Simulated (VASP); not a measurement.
An input for Ansatz (written as the equivalent of a VASP run, and not itself run):

Ansatz 0.2 input:
```yaml
crystal:
  lattice:
    - [0.0000000, 2.2712654, 2.2712654]
    - [2.2712654, 0.0000000, 2.2712654]
    - [2.2712654, 2.2712654, 0.0000000]
  atoms:
    - { symbol: Cd, position: [0.0000000, 0.0000000, 0.0000000] }
    - { symbol: O, position: [0.5000000, 0.5000000, 0.5000000] }
kpoints:
  mp_grid: { grid: [14, 14, 14] }
hamiltonian:
  xc: pbesol
  pseudopotentials: { kind: paw }
scf:
  occupations: { method: methfessel_paxton, width: 0.1 }
  max_iter: 100
relax:
  max_steps: 40
  f_tol: 0.02
  cell: { p_target: 20 }
output: { forces: true, stress: true, eigenvalues: true }
```

### Question
Write the VASP files for the same calculation (PBEsol).

### Answer
One answer among several that fit: 
INCAR:
```
PSTRESS  =  200   ! kbar
NSW  =  40   ! most ionic steps
LCHARG  =  .False.
IBRION  =  2
SIGMA  =  0.1   ! width (eV)
LREAL  =  .False.   ! projection in real space or not
EDIFF  =  1E-6   ! SCF stop (eV)
ALGO  =  Normal   ! blocked Davidson
NELM  =  100
PREC  =  Accurate
ENCUT  =  620   ! plane-wave cut-off (eV)
LWAVE  =  .False.
ISIF  =  3   ! ions, shape and volume
SYSTEM  =  CdO
ISMEAR  =  1   ! Methfessel-Paxton
LASPH  =  .True.   ! aspherical one-centre terms
GGA  =  PS   ! PBEsol
LMAXMIX  =  4   ! l cut-off of mixed one-centre charges
EDIFFG  =  -0.02
```

KPOINTS:
```
Automatic mesh
0
Gamma
14 14 14
0 0 0
```

POSCAR:
```
CdO
1
    0.0000000000     2.2712653812     2.2712653812
    2.2712653812     0.0000000000     2.2712653812
    2.2712653812     2.2712653812     0.0000000000
Cd O
1 1
Direct
  0.0000000000   0.0000000000   0.0000000000
  0.5000000000   0.5000000000   0.5000000000
```

POTCAR, in this order: Cd O (PBE.64 set). Program: vasp_std.

The two are equivalent in intent, not identical: each code has its own PAW files, so the cut-off isn't converted (ENCUT is set for VASP's; basis.ecutwfc is left out, and Ansatz then takes the one that its files recommend); Ansatz stops its SCF on the density residual and VASP on the energy change (EDIFF).

The structure was generated: CdO was put into the rock salt type (Fm-3m), which need not be its known phase. It was relaxed first under an external pressure of 20 GPa.
